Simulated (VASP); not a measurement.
Computed with PBE GGA, VASP's PBE PAW potentials (set 64) (plane waves; VASP 6.6.1).

The input files of a VASP run:

### POSCAR
```
WB
1.0
  0.0000000000   2.4232338085   2.4232338085
  2.4232338085   0.0000000000   2.4232338085
  2.4232338085   2.4232338085   0.0000000000
W B
1 1
Cartesian
  0.0000000000   0.0000000000   0.0000000000
  1.2116169043   1.2116169043   1.2116169043
```

### KPOINTS
```
k-points along high-symmetry lines
15
Line-mode
Reciprocal
  0.000000   0.000000   0.000000 ! GAMMA
 -0.500000  -0.500000   0.000000 ! X

 -0.500000  -0.500000   0.000000 ! X
 -0.375000  -0.375000   0.250000 ! U

 -0.375000  -0.000000   0.375000 ! K
  0.000000   0.000000   0.000000 ! GAMMA

  0.000000   0.000000   0.000000 ! GAMMA
  0.000000   0.000000   0.500000 ! L

  0.000000   0.000000   0.500000 ! L
 -0.500000  -0.250000   0.250000 ! W

 -0.500000  -0.250000   0.250000 ! W
 -0.500000  -0.500000   0.000000 ! X
```

**INCAR**
```
# general
SYSTEM  = WB
PREC    = Accurate
ENCUT   = 520
LREAL   = .False.   # projection in real space or not
LASPH   = .True.   # aspherical one-centre terms
ICHARG  = 11   # fixed density

# electronic loop
EDIFF   = 1E-7   # SCF stop (eV)
NELM    = 100   # most electronic steps
ALGO    = Normal   # blocked Davidson
LMAXMIX = 6   # l cut-off of mixed one-centre charges

# smearing
ISMEAR  = 0
SIGMA   = 0.05   # width (eV)

# functional
GGA     = PE   # PBE

# output
LWAVE   = .False.
LCHARG  = .False.
LORBIT  = 11
```

POTCAR, in this order: W_sv B (PBE.64 set). Program: vasp_std. Read from the step before: CHGCAR.

What VASP printed:

OSZICAR:
```
       N       E                     dE             d eps       ncg     rms          rms(c)
DAV:   1     0.104349860930E+03    0.10435E+03   -0.89523E+03  2160   0.144E+03
DAV:   2    -0.143775628933E+02   -0.11873E+03   -0.11392E+03  2504   0.361E+02
DAV:   3    -0.174482156794E+02   -0.30707E+01   -0.29732E+01  2588   0.547E+01
DAV:   4    -0.174908336430E+02   -0.42618E-01   -0.42103E-01  2468   0.658E+00
DAV:   5    -0.174914754065E+02   -0.64176E-03   -0.64138E-03  2712   0.773E-01
DAV:   6    -0.174914897737E+02   -0.14367E-04   -0.14367E-04  2448   0.109E-01
DAV:   7    -0.174914902451E+02   -0.47142E-06   -0.47176E-06  2640   0.180E-02
DAV:   8    -0.174914902651E+02   -0.19947E-07   -0.19527E-07  2016   0.329E-03
   1 F= -.17491490E+02 E0= -.17490948E+02  d E =-.108473E-02
```

File OUTCAR:
```
 val. band max:        6.8043240090   @ k =  -0.5000  -0.3929   0.1071

 cond. band min:       6.8399214281   @ k =  -0.1339   0.0000   0.1339



 k-point     1 :       0.0000    0.0000    0.0000
  band No.  band energies     occupation
      1     -67.3537      2.00000
      2     -31.4773      2.00000
      3     -31.4773      2.00000
      4     -31.4773      2.00000
      5      -3.1472      2.00000
      6       3.3501      2.00000
      7       3.3501      2.00000
      8       3.3501      2.00000
      9       7.3914      0.00000
     10       7.3914      0.00000
     11      13.7142      0.00000
     12      16.4122      0.00000

 k-point     2 :      -0.0357   -0.0357    0.0000
  band No.  band energies     occupation
      1     -67.3535      2.00000
      2     -31.4797      2.00000
      3     -31.4783      2.00000
      4     -31.4782      2.00000
      5      -3.1105      2.00000
      6       3.3210      2.00000
      7       3.3721      2.00000
      8       3.3721      2.00000
      9       7.3453      0.00000
     10       7.4059      0.00000
     11      13.7759      0.00000
     12      16.4011      0.00000

 k-point     3 :      -0.0714   -0.0714    0.0000
  band No.  band energies     occupation
      1     -67.3532      2.00000
      2     -31.4867      2.00000
      3     -31.4811      2.00000
      4     -31.4811      2.00000
      5      -3.0014      2.00000
      6       3.2367      2.00000
      7       3.4379      2.00000
      8       3.4379      2.00000
      9       7.2116      0.00000
     10       7.4490      0.00000
     11      13.9567      0.00000
     12      16.3440      0.00000

 k-point     4 :      -0.1071   -0.1071    0.0000
  band No.  band energies     occupation
      1     -67.3526      2.00000
      2     -31.4980      2.00000
      3     -31.4858      2.00000
      4     -31.4858      2.00000
      5      -2.8223      2.00000
      6       3.1057      2.00000
      7       3.5474      2.00000
...
```

The density is held fixed in this step, so its total energy and stress have no physical meaning. Unless said otherwise, spin-orbit coupling is left out, though it shifts the bands of the heavy elements here.

The structure was generated: WB was put into the zinc blende type (F-43m), which need not be its known phase. It was relaxed first, which changed the volume by -38 %. The electron count is odd and the run is not spin-polarised, which forces a metal.
